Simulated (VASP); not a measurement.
Here is the system:

```xyz
3
Lattice="2.1454 -3.7159 0.0000 2.1454 3.7159 0.0000 0.0000 0.0000 7.7178" Properties=species:S:1:pos:R:3 pbc="T T T"
Mg     0.0000     0.0000     0.0000
I      2.1454     1.2386     1.7030
I      2.1454    -1.2386     6.0147
```

The numbers are results of PBE GGA, VASP's PBE PAW potentials (set 64) (plane waves; VASP), not measurements. Numerical set-up: 520 eV cut-off, 6×6×3 Γ-centred mesh, Gaussian smearing of 0.050 eV, potentials Mg I.

Without a dispersion term in the relaxation, distances and binding between the weakly bound layers, chains or molecules are unreliable, and so is what depends on them.

### Question
The ions and cell shape at fixed volume are relaxed. Give the cell that the relaxation ends in.

### Answer

```xyz
3
Lattice="2.1029 -3.6423 0.0000 2.1029 3.6423 0.0000 0.0000 0.0000 8.0329" Properties=species:S:1:pos:R:3 pbc="T T T"
Mg     0.0000     0.0000     0.0000
I      2.1029     1.2141     1.6715
I      2.1029    -1.2141     6.3614
```
Space group P-3m1 (164), at a tolerance of 0.03 Å.

### Question
How much energy does the relaxation gain?

### Answer
The energy (σ→0) changes by -10.2 meV/atom, in 8 ionic steps.

The compound is MgI2 in the 1T layered structure. This cell is one point of a volume scan, at 1.06 of the reference volume. Symmetry was kept, so distortions that lower it aren't found.
